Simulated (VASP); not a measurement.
Output of a VASP run:

**OUTCAR**
```
 ion  position               nearest neighbor table
   1  0.000  0.000  0.000-
  LATTYP: Found a face centered cubic cell.
 ALAT       =     4.9500000000
 Subroutine PRICEL returns:
 Original cell was already a primitive cell.
 Subroutine GETGRP returns: Found 48 space group operations
The static configuration has the point symmetry O_h .
The dynamic configuration has the point symmetry O_h .
 Subroutine INISYM returns: Found 48 space group operations
 Subroutine IBZKPT returns following result:
 Found     56 irreducible k-points:

 Following reciprocal coordinates:
            Coordinates               Weight
  0.000000  0.000000  0.000000      1.000000
  0.090909  0.000000  0.000000      8.000000
  0.181818  0.000000  0.000000      8.000000
  0.272727  0.000000  0.000000      8.000000
  0.363636  0.000000  0.000000      8.000000
  0.454545  0.000000  0.000000      8.000000
  0.090909  0.090909  0.000000      6.000000
  0.181818  0.090909  0.000000     24.000000
  0.272727  0.090909  0.000000     24.000000
  0.363636  0.090909  0.000000     24.000000
  0.454545  0.090909  0.000000     24.000000
 -0.454545  0.090909  0.000000     24.000000
 -0.363636  0.090909  0.000000     24.000000
 -0.272727  0.090909  0.000000     24.000000
 -0.181818  0.090909  0.000000     24.000000
 -0.090909  0.090909  0.000000     12.000000
  0.181818  0.181818  0.000000      6.000000
  0.272727  0.181818  0.000000     24.000000
  0.363636  0.181818  0.000000     24.000000
  0.454545  0.181818  0.000000     24.000000
 -0.454545  0.181818  0.000000     24.000000
 -0.363636  0.181818  0.000000     24.000000
 -0.272727  0.181818  0.000000     24.000000
 -0.181818  0.181818  0.000000     12.000000
  0.272727  0.272727  0.000000      6.000000
  0.363636  0.272727  0.000000     24.000000
  0.454545  0.272727  0.000000     24.000000
 -0.454545  0.272727  0.000000     24.000000
 -0.363636  0.272727  0.000000     24.000000
 -0.272727  0.272727  0.000000     12.000000
  0.363636  0.363636  0.000000      6.000000
  0.454545  0.363636  0.000000     24.000000
 -0.454545  0.363636  0.000000     24.000000
 -0.363636  0.363636  0.000000     12.000000
  0.454545  0.454545  0.000000      6.000000
 -0.454545  0.454545  0.000000     12.000000
  0.272727  0.181818  0.090909     24.000000
  0.363636  0.181818  0.090909     48.000000
  0.454545  0.181818  0.090909     48.000000
 -0.454545  0.181818  0.090909     48.000000
   k-points           NKPTS =     56   k-points in BZ     NKDIM =     56   number of bands    NBANDS=     11
   number of dos      NEDOS =    301   number of ions     NIONS =      1
   total plane-waves  NPLWV =   8000
   dimension x,y,z NGX =    20 NGY =   20 NGZ =   20
   dimension x,y,z NGXF=    40 NGYF=   40 NGZF=   40
   ions per type =               1
   PREC   = accura    normal or accurate (medium, high low for compatibility)
   ISTART =      0    job   : 0-new  1-cont  2-samecut
   ICHARG =      2    charge: 1-file 2-atom 10-const
   ISPIN  =      1    spin polarized calculation?
   LNONCOLLINEAR =      F non collinear calculations
   LSORBIT =      F    spin-orbit coupling
   INIWAV =      1    electr: 0-lowe 1-rand  2-diag
   ENCUT  =  300.0 eV  22.05 Ry    4.70 a.u.   4.94  4.94  4.94*2*pi/ulx,y,z
   NELM   =    100;   NELMIN=  2; NELMDL= -5     # of ELM steps
   EDIFF  = 0.1E-05   stopping-criterion for ELM
   LREAL  =      F    real-space projection
   NLSPLINE    = F    spline interpolate recip. space projectors
   LMAXMIX     =    4 max onsite mixed and CHGCAR
   VOSKOWN=      0    Vosko Wilk Nusair interpolation
   EDIFFG = 0.1E-04   stopping-criterion for IOM
   NSW    =      0    number of steps for IOM
   NBLOCK =      1;   KBLOCK =      1    inner block; outer block
   IBRION =     -1    ionic relax: 0-MD 1-quasi-New 2-CG
   NFREE  =      0    steps in history (QN), initial steepest desc. (CG)
...
```

### OSZICAR
```
       N       E                     dE             d eps       ncg     rms          rms(c)
DAV:   1     0.878146603840E+02    0.87815E+02   -0.54775E+03  1261   0.978E+02
DAV:   2     0.843551891792E-01   -0.87730E+02   -0.85867E+02  1253   0.280E+02
DAV:   3    -0.349508382350E+01   -0.35794E+01   -0.35571E+01  1459   0.668E+01
DAV:   4    -0.356526606527E+01   -0.70182E-01   -0.70166E-01  1545   0.102E+01
DAV:   5    -0.356749773361E+01   -0.22317E-02   -0.22316E-02  1434   0.154E+00    0.524E-01
DAV:   6    -0.355884058824E+01    0.86571E-02   -0.11947E-02  1495   0.199E+00    0.277E-01
DAV:   7    -0.355620863797E+01    0.26320E-02   -0.60508E-03  1457   0.133E+00    0.875E-02
DAV:   8    -0.355610028726E+01    0.10835E-03   -0.34606E-04  1436   0.366E-01    0.988E-03
DAV:   9    -0.355609853347E+01    0.17538E-05   -0.86771E-06  1522   0.547E-02    0.469E-03
DAV:  10    -0.355609849115E+01    0.42316E-07   -0.12527E-06  1159   0.114E-02
   1 F= -.35560985E+01 E0= -.35553095E+01  d E =-.157799E-02
```

**OUTCAR**
```
------------------------ aborting loop because EDIFF is reached ----------------------------------------
  FORCE on cell =-STRESS in cart. coord.  units (eV):
  Direction    XX          YY          ZZ          XY          YZ          ZX
  --------------------------------------------------------------------------------------
  Total        0.2969874      0.2969874      0.2969874     -0.0000000     -0.0000000      0.0000000
  in kB       15.6925337     15.6925337     15.6925337     -0.0000000     -0.0000000      0.0000000
  external PRESSURE =      15.6925337 kB  Pullay stress =       0.0000000 kB
  volume of cell :       30.32
      direct lattice vectors                 reciprocal lattice vectors
     0.000000000  2.475000000  2.475000000    -0.202020202  0.202020202  0.202020202
     2.475000000  0.000000000  2.475000000     0.202020202 -0.202020202  0.202020202
     2.475000000  2.475000000  0.000000000     0.202020202  0.202020202 -0.202020202
 POSITION                                       TOTAL-FORCE (eV/Angst)
 -----------------------------------------------------------------------------------
      0.00000      0.00000      0.00000         0.000000      0.000000      0.000000
 -----------------------------------------------------------------------------------
    total drift:                                0.000000      0.000000      0.000000
  FREE ENERGIE OF THE ION-ELECTRON SYSTEM (eV)
  ---------------------------------------------------
  free  energy   TOTEN  =        -3.5560984912 eV

  energy  without entropy=       -3.5545204992  energy(sigma->0) =       -3.55530950
```
(Selected blocks of OUTCAR.)

### POSCAR
```
Pb
1
    0.0000000000     2.4750000000     2.4750000000
    2.4750000000     0.0000000000     2.4750000000
    2.4750000000     2.4750000000     0.0000000000
Pb
1
Direct
  0.0000000000   0.0000000000   0.0000000000
```

Task: Reconstruct the remaining input files.

Result: Several could match; the one computed here: the input of the run itself, PBE GGA, plane waves, VASP's PBE PAW potentials (set 64).

### KPOINTS
```
K-points
0
Gamma
 11 11 11
```

**INCAR**
```
# general
SYSTEM   =  Pb
PREC     =  Accurate
ENCUT    =  300
LREAL    =  .False.
LASPH    =  .True.

# electronic loop
EDIFF    =  1E-6
NELM     =  100
ALGO     =  Normal
LMAXMIX  =  4

# smearing
ISMEAR   =  0
SIGMA    =  0.1

# functional
GGA      =  PE

# ions
ISIF     =  2

# output
LWAVE    =  .False.
LCHARG   =  .False.
```

POTCAR, in this order: Pb_d (PBE.64 set). Program: vasp_std.

At this cut-off the stress carries a Pulay error, which pulls relaxed volumes low.

The structure is a typed Pb crystal (Fm-3m). The cell was not relaxed at this level.
